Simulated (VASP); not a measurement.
Output of a VASP run:

File OSZICAR:
```
...
DAV:   1     0.533817036265E+03    0.53382E+03   -0.31356E+04  1392   0.182E+03
DAV:   2    -0.183412316069E+03   -0.71723E+03   -0.69370E+03  1168   0.566E+02
DAV:   3    -0.295725434655E+03   -0.11231E+03   -0.10806E+03  1464   0.201E+02
DAV:   4    -0.302321125329E+03   -0.65957E+01   -0.65410E+01  1368   0.534E+01
DAV:   5    -0.302627188939E+03   -0.30606E+00   -0.30592E+00  1560   0.114E+01    0.670E+00
DAV:   6    -0.296423951066E+03    0.62032E+01   -0.42627E+00  1528   0.232E+01    0.516E+00
DAV:   7    -0.289656332011E+03    0.67676E+01   -0.10016E+00  1240   0.802E+00    0.235E+00
DAV:   8    -0.291019898295E+03   -0.13636E+01   -0.15437E+00  1200   0.738E+00    0.713E-01
DAV:   9    -0.286126135664E+03    0.48938E+01   -0.84650E-01  1168   0.542E+00    0.643E-01
DAV:  10    -0.286189118731E+03   -0.62983E-01   -0.20965E-01  1280   0.218E+00    0.379E-01
DAV:  11    -0.286512270171E+03   -0.32315E+00   -0.10157E+00  1192   0.517E+00    0.610E-01
DAV:  12    -0.286509361598E+03    0.29086E-02   -0.45593E-02  1504   0.114E+00    0.522E-01
DAV:  13    -0.286484085144E+03    0.25276E-01   -0.15973E-01  1184   0.193E+00    0.341E-01
DAV:  14    -0.286477142348E+03    0.69428E-02   -0.11127E-01  1184   0.187E+00    0.598E-01
DAV:  15    -0.287004977056E+03   -0.52783E+00   -0.25820E-01  1184   0.247E+00    0.113E+00
DAV:  16    -0.286991769782E+03    0.13207E-01   -0.12135E-02  1504   0.533E-01    0.131E+00
DAV:  17    -0.286990801196E+03    0.96859E-03   -0.14229E-03  1320   0.202E-01    0.148E+00
DAV:  18    -0.286992509178E+03   -0.17080E-02   -0.65879E-03  1416   0.625E-01    0.207E+00
DAV:  19    -0.287007777520E+03   -0.15268E-01   -0.26105E-03  1496   0.312E-01    0.243E+00
DAV:  20    -0.287007038774E+03    0.73875E-03   -0.10393E-03  1392   0.272E-01    0.219E+00
DAV:  21    -0.287024724993E+03   -0.17686E-01   -0.83125E-03  1408   0.665E-01    0.168E+00
DAV:  22    -0.287056045166E+03   -0.31320E-01   -0.53968E-02  1304   0.153E+00    0.598E-01
DAV:  23    -0.287056271232E+03   -0.22607E-03   -0.73696E-03  1480   0.455E-01    0.198E-01
DAV:  24    -0.287057660106E+03   -0.13889E-02   -0.48695E-04  1408   0.160E-01    0.113E-01
DAV:  25    -0.287057534904E+03    0.12520E-03   -0.53958E-05  1488   0.470E-02    0.112E-01
DAV:  26    -0.287057522809E+03    0.12095E-04   -0.97088E-06  1296   0.207E-02    0.115E-01
DAV:  27    -0.287057368102E+03    0.15471E-03   -0.33197E-04  1280   0.132E-01    0.127E-01
DAV:  28    -0.287057541471E+03   -0.17337E-03   -0.12264E-03  1232   0.155E-01    0.133E-01
DAV:  29    -0.287057342723E+03    0.19875E-03   -0.58698E-04  1576   0.159E-01    0.835E-02
DAV:  30    -0.287057320938E+03    0.21786E-04   -0.41667E-05  1296   0.248E-02    0.934E-02
DAV:  31    -0.287057131095E+03    0.18984E-03   -0.70066E-05  1200   0.415E-02    0.768E-02
DAV:  32    -0.287057337074E+03   -0.20598E-03   -0.10970E-04  1392   0.500E-02    0.581E-02
DAV:  33    -0.287057638588E+03   -0.30151E-03   -0.11451E-04  1240   0.850E-02    0.448E-02
DAV:  34    -0.287057621271E+03    0.17317E-04   -0.36306E-05  1224   0.283E-02    0.246E-02
DAV:  35    -0.287057715203E+03   -0.93932E-04   -0.33192E-05  1192   0.373E-02    0.107E-02
DAV:  36    -0.287057719337E+03   -0.41343E-05   -0.86639E-06  1128   0.201E-02    0.987E-03
DAV:  37    -0.287057768822E+03   -0.49485E-04   -0.42101E-05  1200   0.353E-02    0.114E-02
DAV:  38    -0.287057770708E+03   -0.18861E-05   -0.26848E-06  1080   0.972E-03    0.114E-02
DAV:  39    -0.287057770035E+03    0.67312E-06   -0.37219E-07   696   0.397E-03
   1 F= -.28705777E+03 E0= -.28705777E+03  d E =-.287058E+03
```

OUTCAR:
```
------------------------ aborting loop because EDIFF is reached ----------------------------------------
  FORCE on cell =-STRESS in cart. coord.  units (eV):
  Direction    XX          YY          ZZ          XY          YZ          ZX
  --------------------------------------------------------------------------------------
  Total        0.1186056      0.1186056     -0.0520212      0.0000000      0.0000000      0.0000000
  in kB        0.7206261      0.7206261     -0.3160716      0.0000000      0.0000000      0.0000000
  external PRESSURE =       0.3750602 kB  Pullay stress =       0.0000000 kB
  volume of cell :      263.70
      direct lattice vectors                 reciprocal lattice vectors
     4.532298553  0.000000000  0.000000000     0.220638598  0.000000000  0.000000000
     0.000000000  4.532298553  0.000000000     0.000000000  0.220638598  0.000000000
     0.000000000  0.000000000 12.837150046     0.000000000  0.000000000  0.077898910
 POSITION                                       TOTAL-FORCE (eV/Angst)
 -----------------------------------------------------------------------------------
      0.00000      0.00000      0.00000        -0.000000     -0.000000      0.000000
      0.00000      0.00000      3.05092        -0.000000     -0.000000      0.006807
      0.00000      0.00000      9.78623        -0.000000     -0.000000     -0.006807
      2.26615      2.26615      0.00000        -0.000000     -0.000000      0.000000
      2.26615      2.26615      6.41858        -0.000000     -0.000000      0.000000
      2.26615      2.26615      9.67235        -0.000000      0.000000      0.012073
      2.26615      2.26615      3.16480         0.000000      0.000000     -0.012073
      0.00000      0.00000      6.41858        -0.000000     -0.000000      0.000000
 -----------------------------------------------------------------------------------
    total drift:                                0.000000      0.000000      0.000000
  FREE ENERGIE OF THE ION-ELECTRON SYSTEM (eV)
  ---------------------------------------------------
  free  energy   TOTEN  =      -287.0577700354 eV

  energy  without entropy=     -287.0577700354  energy(sigma->0) =     -287.05777004

 reached required accuracy - stopping structural energy minimisation
```
(Selected blocks of OUTCAR.)

### POSCAR
```
GeTe4Pb3
1
    4.5322985531    -0.0000000000     0.0000000000
    0.0000000000     4.5322985531     0.0000000000
    0.0000000000    -0.0000000000    12.8371500465
Ge Te Pb
1 4 3
Direct
  0.0000000000   0.0000000000   0.0000000000
  0.0000000000   0.0000000000   0.2376637010
  0.0000000000   1.0000000000   0.7623362990
  0.5000000000   0.5000000000   0.0000000000
  0.5000000000   0.5000000000   0.5000000000
  0.5000000000   0.5000000000   0.7534657498
  0.5000000000   0.5000000000   0.2465342502
  0.0000000000   0.0000000000   0.5000000000
```

Write an INCAR and KPOINTS that could have produced this output.

Several could match; the one computed here: the input of the run itself, r2SCAN meta-GGA, plane waves, VASP's PBE PAW potentials (set 64).

### INCAR
```
! general
SYSTEM =GeTe4Pb3
PREC   =Accurate
ENCUT  =400   ! plane-wave cut-off (eV)
LREAL  =.FALSE.
LASPH  =.TRUE.

! electronic loop
EDIFF  =1E-6   ! SCF stop (eV)
NELM   =100
ALGO   =Normal   ! blocked Davidson
LMAXMIX=4
LMIXTAU=.TRUE.

! smearing
ISMEAR =0   ! Gaussian
SIGMA  =0.05   ! width (eV)

! functional
METAGGA=R2SCAN

! ions
IBRION =2   ! conjugate gradients
NSW    =60   ! most ionic steps
ISIF   =3   ! ions, shape and volume
EDIFFG =-0.02   ! ionic stop

! output
LWAVE  =.FALSE.
LCHARG =.FALSE.
```

**KPOINTS**
```
Automatic mesh
0
Gamma
5 5 2
0 0 0
```

POTCAR, in this order: Ge_d Te Pb_d (PBE.64 set). Program: vasp_std.

The structure comes from a computed database's GeTe4Pb3 entry (P4/mmm); how it stands against other phases isn't given here. It was relaxed first. The start is the result of an earlier pass.
